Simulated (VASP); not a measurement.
Output of a VASP run:

File OSZICAR:
```
       N       E                     dE             d eps       ncg     rms          rms(c)
DAV:   1     0.325066922950E+03    0.32507E+03   -0.21286E+04   920   0.166E+03
DAV:   2    -0.319221301606E+02   -0.35699E+03   -0.35190E+03  1103   0.441E+02
DAV:   3    -0.503749770051E+02   -0.18453E+02   -0.18398E+02  1179   0.994E+01
DAV:   4    -0.508438585479E+02   -0.46888E+00   -0.46866E+00  1622   0.138E+01
DAV:   5    -0.508458212923E+02   -0.19627E-02   -0.19627E-02  1179   0.955E-01    0.318E+01
DAV:   6    -0.431158855510E+02    0.77299E+01   -0.41590E+01  1130   0.434E+01    0.129E+01
DAV:   7    -0.428772492526E+02    0.23864E+00   -0.26574E+00  1174   0.106E+01    0.833E+00
DAV:   8    -0.428055682586E+02    0.71681E-01   -0.45712E-01  1207   0.572E+00    0.139E+00
DAV:   9    -0.427958995592E+02    0.96687E-02   -0.34562E-02  1329   0.137E+00    0.255E-01
DAV:  10    -0.427946674145E+02    0.12321E-02   -0.96453E-03  1211   0.698E-01    0.542E-02
DAV:  11    -0.427947197413E+02   -0.52327E-04   -0.53990E-04  1280   0.166E-01    0.326E-02
DAV:  12    -0.427947403450E+02   -0.20604E-04   -0.45577E-05  1397   0.581E-02    0.111E-02
DAV:  13    -0.427947389517E+02    0.13933E-05   -0.88012E-06  1229   0.253E-02    0.294E-03
DAV:  14    -0.427947389471E+02    0.45638E-08   -0.59993E-07  1101   0.551E-03
   1 F= -.42794739E+02 E0= -.42794739E+02  d E =-.641275E-18
```

### OUTCAR
```
------------------------ aborting loop because EDIFF is reached ----------------------------------------
  FORCE on cell =-STRESS in cart. coord.  units (eV):
  Direction    XX          YY          ZZ          XY          YZ          ZX
  --------------------------------------------------------------------------------------
  Total       -4.3670013     -4.3670013     -4.3670013      0.0000000      0.0000000     -0.0000000
  in kB     -103.9128726   -103.9128726   -103.9128726      0.0000000      0.0000000     -0.0000000
  external PRESSURE =    -103.9128726 kB  Pullay stress =       0.0000000 kB
  volume of cell :       67.33
      direct lattice vectors                 reciprocal lattice vectors
     4.068255161  0.000000000  0.000000000     0.245805624  0.000000000  0.000000000
     0.000000000  4.068255161  0.000000000     0.000000000  0.245805624  0.000000000
     0.000000000  0.000000000  4.068255161     0.000000000  0.000000000  0.245805624
 POSITION                                       TOTAL-FORCE (eV/Angst)
 -----------------------------------------------------------------------------------
      0.00000      0.00000      0.00000         0.000000      0.000000      0.000000
      2.03413      2.03413      2.03413         0.000000      0.000000      0.000000
      2.03413      0.00000      2.03413         0.000000      0.000000      0.000000
      0.00000      2.03413      2.03413         0.000000      0.000000      0.000000
      2.03413      2.03413      0.00000         0.000000      0.000000      0.000000
 -----------------------------------------------------------------------------------
    total drift:                                0.000000      0.000000     -0.000000
  FREE ENERGIE OF THE ION-ELECTRON SYSTEM (eV)
  ---------------------------------------------------
  free  energy   TOTEN  =       -42.7947389471 eV

  energy  without entropy=      -42.7947389471  energy(sigma->0) =      -42.79473895
```
(Selected blocks of OUTCAR.)

**POSCAR**
```
KTaO3
1
    4.0682551615     0.0000000000     0.0000000000
    0.0000000000     4.0682551615     0.0000000000
    0.0000000000     0.0000000000     4.0682551615
K Ta O
1 1 3
Direct
  0.0000000000   0.0000000000   0.0000000000
  0.5000000000   0.5000000000   0.5000000000
  0.5000000000   0.0000000000   0.5000000000
  0.0000000000   0.5000000000   0.5000000000
  0.5000000000   0.5000000000   0.0000000000
```

Question: Write an INCAR and KPOINTS that could have produced this output.

Answer: This is not unique; one that fits is the input of the run itself, PBEsol GGA, plane waves, VASP's PBE PAW potentials (set 64).

KPOINTS:
```
kpoints
0
Gamma
  6 6 6
0 0 0
```

**INCAR**
```
SYSTEM = KTaO3
PREC = Accurate
ENCUT = 520
EDIFF = 1E-7
NELM = 100
ALGO = Normal
LREAL = .FALSE.
LASPH = .TRUE.
ISMEAR = 0
SIGMA = 0.05
GGA = PS
LMAXMIX = 6
LWAVE = .FALSE.
LCHARG = .FALSE.
ISIF = 2
```

POTCAR, in this order: K_sv Ta_pv O (PBE.64 set). Program: vasp_std.

The compound is KTaO3 in the cubic perovskite structure. This cell is one point of a volume scan, at 1.06 of the reference volume.
